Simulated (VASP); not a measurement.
**CsLiCr2Te2S3: single point with PBE**

The system is CsLiCr2Te2S3.

```
Cs Li Cr Te S
1.0
     6.10792   -0.01886    0.00581
    -2.28822    5.93151    0.00333
    -1.38462   -2.19395    7.56260
Cs Li Cr Te S
1 1 2 2 3
Direct
  0.05523 0.10130 0.99062
  0.56598 0.58501 0.57913
  0.08345 0.50092 0.58422
  0.43449 0.02965 0.53594
  0.53868 0.76109 0.27624
  0.00960 0.66019 0.30391
  0.77123 0.36285 0.70418
  0.39870 0.83032 0.74894
  0.19175 0.23372 0.48538
```

The cell was built by a generator and needn't be a form met in nature.

The cell isn't the ideal one: atoms moved at random, drawn with an rms of 0.05 Å.

```
Program                : VASP 6.6.1
Task                   : single point
Functional             : PBE
Potentials or basis    : VASP PAW PBE potentials, release 64 (Cs_sv, Li_sv, Cr_pv, Te, S)
Cutoff                 : 520 eV
k mesh                 : 5 × 5 × 4
Occupations            : fermi-dirac, width 0.05 eV
Spin                   : collinear spin, ferromagnetic start
Starting moments       : [0.0, 0.0, 3.0, 3.0, 0.0, 0.0, 0.0, 0.0, 0.0] μB
Further INCAR settings : ALGO = Normal; EDIFF = 1e-07; NBANDS = 47
```

The largest force is 0.813 eV/Å and the band gap on the k mesh is none (metal or under the smearing width). The net moment is 5.43 μB per cell and the site moments are Cs +0.00; Li +0.00; Cr +2.50, +2.91; Te -0.06, -0.11; S -0.06, -0.08, -0.11 μB. The valence electrons inside the program's atomic spheres are Cs 6.56; Li 2.07; Cr 10.83, 10.64; Te 3.36; S 3.74, 3.75.

Forces in eV/Å, atoms in the order of the input:
```
Cs   0.025 -0.007  0.032
Li   0.138 -0.008 -0.077
Cr  -0.659  0.377  0.119
Cr  -0.308 -0.082 -0.378
Te   0.004  0.104  0.198
Te  -0.039 -0.073  0.063
S    0.265  0.374  0.096
S   -0.048 -0.172  0.057
S    0.620 -0.513 -0.110
```

Levels at points of the mesh, in eV from the Fermi level:
Spin up:
| k point | band 32 | band 33 | band 34 | band 35 | band 36 | band 37 | band 38 | band 39 | band 40 | band 41 |
| --- | --- | --- | --- | --- | --- | --- | --- | --- | --- | --- |
| (0.00, 0.00, 0.00) | -1.29 | -1.06 | -0.75 | -0.63 | -0.27 | 0.53 | 0.71 | 1.04 | 1.49 | 2.56 |
| (0.00, 0.00, 0.50) | -1.30 | -1.06 | -0.81 | -0.62 | -0.28 | 0.50 | 0.58 | 0.99 | 1.53 | 2.64 |
Spin down:
```
           k point  band 26  band 27  band 28  band 29  band 30  band 31  band 32  band 33  band 34  band 35
(0.00, 0.00, 0.00)    -2.43    -2.33    -1.69    -1.56    -1.29     0.49     0.85     0.97     1.33     1.40
(0.00, 0.00, 0.50)    -2.60    -2.40    -1.74    -1.47    -1.31     0.53     0.81     0.95     1.39     1.48
```

Run time: 9.1 min on 4 MPI ranks on Intel(R) Xeon(R) Platinum 8488C (Sapphire Rapids), on a shared host, peak memory 1.1 GiB a rank.

Caveat: only a ferromagnetic start was run, and an antiferromagnetic order may lie lower in energy. The run has no spin-orbit coupling, so splittings on Cs, Te are missing.
